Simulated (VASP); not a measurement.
# Zr: a series in a change of volume

Wanted: the elastic response of Zr to a change of volume, with a fit that predicts a row left out.

Main program and level: VASP 6.6.1; PBEsol; plane waves and PAW (Zr_sv), in the first sound run; inputs show where later runs differ.

This is a report of a sequence of runs, with most program output left out.

## 1. Starting point

Symmetry: P6_3/mmc, No. 194, hexagonal system. The conventional cell has a = 3.230 Å, b = 3.230 Å, c = 5.145 Å, α = 90.00°, β = 90.00°, γ = 120.00°. Zr has 12 Zr at 3.18 to 3.23 Å nearest.

Coordinates:

```cif
data_structure
_symmetry_space_group_name_H-M 'P6_3/mmc'
_symmetry_Int_Tables_number 194
_cell_length_a 3.2300
_cell_length_b 3.2300
_cell_length_c 5.1454
_cell_angle_alpha 90.000
_cell_angle_beta 90.000
_cell_angle_gamma 120.000
_cell_volume 46.49
loop_
_atom_site_label
_atom_site_type_symbol
_atom_site_symmetry_multiplicity
_atom_site_Wyckoff_symbol
_atom_site_fract_x
_atom_site_fract_y
_atom_site_fract_z
_atom_site_occupancy
Zr1 Zr 2 d 0.33333 0.66667 0.75000 1
```

## 2. Relax the crystal, PBEsol

The series starts from the cell that this level prefers, so that zero strain is near zero stress.

This step took 2 runs in a row; the last is shown.

Level: PBEsol; plane waves and PAW (Zr_sv).

Input file INCAR:

```
SYSTEM = Zr
PREC = Accurate
ENCUT = 450
EDIFF = 1E-07
NELM = 120
ISMEAR = 1
SIGMA = 0.15
LREAL = .FALSE.
ALGO = Normal
GGA = PS
NBANDS = 18
LASPH = .TRUE.
LORBIT = 11
LWAVE = .FALSE.
LCHARG = .FALSE.
KPAR = 8
IBRION = 2
NSW = 40
ISIF = 3
EDIFFG = -0.005
POTIM = 0.4
```

Input file POSCAR:

```
Zr
1.0
    3.1865302489      0.0000000000      0.0000000000
   -1.5932651245      2.7596161455      0.0000000000
    0.0000000000      0.0000000000      5.1152857861
Zr
2
Direct
    0.0000000000      0.0000000000      0.0000000000
    0.3333333333      0.6666666667      0.5000000000
```

Input file KPOINTS:

```
Automatic mesh
0
Gamma
21 21 12
0 0 0
```

PAW data sets: Zr_sv (PBE family, release 64).

Launch:

```
> mpirun -np 8 vasp_std
```

Run time: 9.4 s. Hardware: 8 MPI ranks of Intel Xeon 6975P-C (Granite Rapids), shared host; peak memory 2.3 GiB.

Numbers from this step:

| Property | Result |
| --- | --- |
| energy(sigma→0) of the program | -18.1631 eV |
| stress, compression positive | xx, yy, zz -0.02, -0.02, 0.02 GPa |
| volume | 44.982 Å³ |
| ionic steps | 1 |

## 3. Relax at fixed volume, PBEsol

One member in full: the volume is scaled by 0.96, and shape and atoms relax at that volume.

Level: PBEsol; plane waves and PAW (Zr_sv).

Changes to INCAR since step 2:

```diff
@@ -15,7 +15,7 @@
 LCHARG = .FALSE.
-KPAR = 8
+KPAR = 2
 IBRION = 2
 NSW = 40
-ISIF = 3
-EDIFFG = -0.005
+ISIF = 4
+EDIFFG = -0.004
 POTIM = 0.4
```

Input file POSCAR:

```
Zr
1.0
    3.1434637500      0.0000000000      0.0000000000
   -1.5717318751      2.7223194634      0.0000000000
    0.0000000000      0.0000000000      5.0461518277
Zr
2
Direct
    0.0000000000      0.0000000000      0.0000000000
    0.3333333333      0.6666666667      0.5000000000
```

KPOINTS is that of step 2.

Launch:

```
> mpirun -np 2 vasp_std
```

It took 55 s on 2 MPI ranks; peak memory 0.55 GiB.

This run gave:

| Item | Value |
| --- | --- |
| energy(sigma→0) of the program | -18.1392 eV |
| stress, compression positive | xx, yy, zz 4.28, 4.28, 4.27 GPa |
| ionic steps | 3 |

## 4. All members

The other members went through these steps as far as the tables show, with the same cutoff and, step by step, the same mesh; 9 runs are not shown. The session took 0.35 core hours (wall time by ranks) on a shared machine.

```tsv
volume over the relaxed volume	volume (Å³/atom)	pressure (GPa)	energy above the unstrained row, extrapolated to no smearing (meV/atom)
0.940	21.141	6.686	27.457
0.960	21.591	4.279	11.963
0.980	22.041	2.048	2.968
0.990	22.266	0.999	0.758
1	22.491	-0.005	0.000
1.010	22.716	-0.979	0.635
1.020	22.941	?	?
1.040	23.390	-3.651	10.329
1.060	23.840	-5.254	22.763
```

## 5. A fit to the known rows

A least-squares cubic through the 8 rows shown, with u the logarithm of the volume ratio: pressure = − 2.020 u³ + 151.2 u² − 98.83 u − 0.008349 (GPa), r.m.s. residual 0.0018 GPa.

At u = 0.01980 this predicts -1.906 GPa.

## 6. The withheld row

The calculation gives -1.906 GPa, so the prediction is right to the last digit shown.

A cubic of the pressure in ln(V/V₀) through all rows has the slope −B at V₀: B = 99 GPa, and its curvature gives B′ = 3.1.

## 7. Summary of results

| Item | Value |
| --- | --- |
| error of the predicted pressure | 0.000 GPa |
| bulk modulus | 99 GPa |

In words: These are static values: temperature and zero-point motion are left out. In a metal the slopes also depend on mesh and smearing, which were held through the series.

[Lines on the potential files, build, host, timing and source positions are cut from VASP's logs without a mark.]

[Logs are printed without paths, hosts, clocks, repeated set-up lines and the standing remarks that a program may print on its own settings, such as how far it seeks lower states.]

[Hosts, paths, dates, database ids (printed as entryN), source tags and the programs' standing remarks are cut or masked in the printed files.]

[In band tables of VASP the shares of atoms and orbitals are scaled to a sum of 1 inside the atoms' spheres.]
